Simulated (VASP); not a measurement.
Method: PBE GGA, VASP's PBE PAW potentials (set 64) (plane waves; VASP).

A VASP calculation is set up with these files.

INCAR:
```
SYSTEM = Al3Sc
PREC = Accurate
ENCUT = 400
EDIFF = 1E-7
NELM = 100
ALGO = Normal
LREAL = .FALSE.
LASPH = .TRUE.
ISMEAR = -5
GGA = PE
LMAXMIX = 4
LWAVE = .FALSE.
LCHARG = .TRUE.
LORBIT = 11
NEDOS = 601
ISIF = 2
LEFG = .TRUE.
```

**POSCAR**
```
Al3Sc
1
    4.1063577756     0.0000000000    -0.0000000000
    0.0000000000     4.1063577756    -0.0000000000
   -0.0000000000     0.0000000000     4.1063577756
Sc Al
1 3
Direct
  0.0000000000   0.0000000000   0.0000000000
  0.0000000000   0.5000000000   0.5000000000
  0.5000000000   0.0000000000   0.5000000000
  0.5000000000   0.5000000000   0.0000000000
```

**KPOINTS**
```
Automatic
0
Gamma
 8 8 8
0 0 0
```

POTCAR, in this order: Sc_sv Al (PBE.64 set). Program: vasp_std.

Output

### OSZICAR
```
       N       E                     dE             d eps       ncg     rms          rms(c)
DAV:   1     0.923780963235E+02    0.92378E+02   -0.74053E+03  1012   0.106E+03
DAV:   2    -0.135323585983E+02   -0.10591E+03   -0.10444E+03  1004   0.331E+02
DAV:   3    -0.202017273607E+02   -0.66694E+01   -0.64380E+01  1506   0.629E+01
DAV:   4    -0.203207957436E+02   -0.11907E+00   -0.11970E+00  1368   0.976E+00
DAV:   5    -0.203245188229E+02   -0.37231E-02   -0.38072E-02  1424   0.163E+00    0.871E+00
DAV:   6    -0.193713505952E+02    0.95317E+00   -0.48203E+00  1618   0.252E+01    0.306E+00
DAV:   7    -0.193249427555E+02    0.46408E-01   -0.88255E-02  1158   0.263E+00    0.176E+00
DAV:   8    -0.193021203828E+02    0.22822E-01   -0.37711E-02  1434   0.165E+00    0.220E-01
DAV:   9    -0.193015992618E+02    0.52112E-03   -0.27473E-03  1256   0.460E-01    0.840E-02
DAV:  10    -0.193015982400E+02    0.10218E-05   -0.17023E-04  1490   0.120E-01    0.688E-02
DAV:  11    -0.193016207298E+02   -0.22490E-04   -0.27990E-05  1546   0.374E-02    0.428E-02
DAV:  12    -0.193016238576E+02   -0.31278E-05   -0.31020E-05  1534   0.562E-02    0.509E-03
DAV:  13    -0.193016274550E+02   -0.35974E-05   -0.10102E-06  1360   0.110E-02    0.229E-03
DAV:  14    -0.193016238661E+02    0.35889E-05   -0.31296E-07  1072   0.595E-03    0.108E-03
DAV:  15    -0.193016246348E+02   -0.76865E-06   -0.33899E-08   742   0.318E-03    0.454E-04
DAV:  16    -0.193016247435E+02   -0.10870E-06   -0.89500E-09   664   0.111E-03    0.130E-04
DAV:  17    -0.193016249260E+02   -0.18256E-06   -0.53858E-09   610   0.129E-03    0.192E-04
DAV:  18    -0.193016249221E+02    0.39563E-08   -0.24363E-09   592   0.575E-04
   1 F= -.19301625E+02 E0= -.19301625E+02  d E =0.000000E+00
```

OUTCAR:
```
------------------------ aborting loop because EDIFF is reached ----------------------------------------
  FORCE on cell =-STRESS in cart. coord.  units (eV):
  Direction    XX          YY          ZZ          XY          YZ          ZX
  --------------------------------------------------------------------------------------
  Total       -0.0278860     -0.0278860     -0.0278860      0.0000000     -0.0000000      0.0000000
  in kB       -0.6452483     -0.6452483     -0.6452483      0.0000000     -0.0000000      0.0000000
  external PRESSURE =      -0.6452483 kB  Pullay stress =       0.0000000 kB
  volume of cell :       69.24
      direct lattice vectors                 reciprocal lattice vectors
     4.106357776  0.000000000  0.000000000     0.243524811  0.000000000  0.000000000
     0.000000000  4.106357776  0.000000000     0.000000000  0.243524811  0.000000000
     0.000000000  0.000000000  4.106357776     0.000000000  0.000000000  0.243524811
 POSITION                                       TOTAL-FORCE (eV/Angst)
 -----------------------------------------------------------------------------------
      0.00000      0.00000      0.00000         0.000000      0.000000      0.000000
      0.00000      2.05318      2.05318         0.000000      0.000000      0.000000
      2.05318      0.00000      2.05318         0.000000      0.000000      0.000000
      2.05318      2.05318      0.00000         0.000000      0.000000      0.000000
 -----------------------------------------------------------------------------------
    total drift:                               -0.000000     -0.000000     -0.000000
  FREE ENERGIE OF THE ION-ELECTRON SYSTEM (eV)
  ---------------------------------------------------
  free  energy   TOTEN  =       -19.3016249221 eV

  energy  without entropy=      -19.3016249221  energy(sigma->0) =      -19.30162492

 total charge

# of ion       s       p       d       tot
------------------------------------------
    1        2.184   6.137   1.278   9.598
    2        0.417   0.375   0.000   0.792
    3        0.417   0.375   0.000   0.792
    4        0.417   0.375   0.000   0.792
--------------------------------------------------
tot          3.433   7.263   1.278  11.974
```
(Selected blocks of OUTCAR.)

For a metal the tetrahedron method with Blöchl corrections gives inexact stress and forces.

The compound is Al3Sc in the L1_2 structure. It was relaxed first.
